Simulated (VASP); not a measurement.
Input of a VASP 6.6.1 run:

INCAR

```
SYSTEM = Sr2H4Ir
PREC     = Accurate       ! precision mode
ENCUT    = 520            ! plane-wave cutoff, eV
EDIFF    = 1E-7           ! SCF threshold, eV
ISMEAR   = -1             ! smearing method
SIGMA    = 0.1            ! smearing width, eV
LREAL    = .False.        ! projectors in reciprocal space
LASPH    = .True.         ! aspherical terms in the spheres
NELM     = 100            ! most SCF steps
ALGO     = Normal         ! electronic algorithm
ISIF     = 2              ! what is computed and relaxed
LWAVE    = .False.        ! write WAVECAR
LCHARG   = .False.        ! write CHGCAR
GGA      = PE             ! functional
NBANDS   = 26             ! bands
```

Contents of KPOINTS:

```
Automatic mesh
0
Gamma
  4 4 4
  0 0 0.5
```

Contents of POSCAR:

```
Sr2H4Ir
1.0
   -2.7582960000      2.8447270000      3.6077650000
    2.9841580000     -2.8954030000      3.8220830000
    2.8134060000      2.9505130000     -3.6470390000
H Ir Sr
4 1 2
Direct
    0.2226290000      0.1991240000      0.4403570000
    0.1910550000      0.7868670000      0.9969130000
    0.8117350000      0.8039780000      0.6229830000
    0.7811220000      0.2145760000      0.9949910000
    0.0009520000      0.9451580000      0.9682890000
    0.7589650000      0.2520060000      0.4752310000
    0.2319490000      0.7450710000      0.5153410000
```

Potentials or basis: VASP PAW PBE potentials, release 64 (H, Ir, Sr_sv).

The run is started by

```console
$ cat potpaw_PBE.64/H/POTCAR potpaw_PBE.64/Ir/POTCAR potpaw_PBE.64/Sr_sv/POTCAR > POTCAR
$ mpirun -np 1 vasp_std > vasp.out
```

Problem. Estimate the band gap on the k mesh.

Solution. None (metal or under the smearing width).

Problem. What does it give for the largest force?

Solution. 9.022 eV/Å.

Problem. Predict the pressure.

Solution. 2.2 GPa.

Forces on the atoms (eV/Å):
```
H   -0.833 -0.506 -0.010
H   -3.892  4.188 -0.238
H   -3.274 -3.755 -0.001
H   -0.781  0.549 -0.065
Ir   8.998 -0.598  0.276
Sr   0.219  0.095 -0.798
Sr  -0.437  0.027  0.835
```

Caveat: the k mesh is coarse (spacing up to 0.38 Å⁻¹), so the values aren't converged; forces of over 1 eV/Å show positions far from the minimum, so gaps and moduli don't describe the material at rest. The run has no spin-orbit coupling, so splittings on Ir are missing.
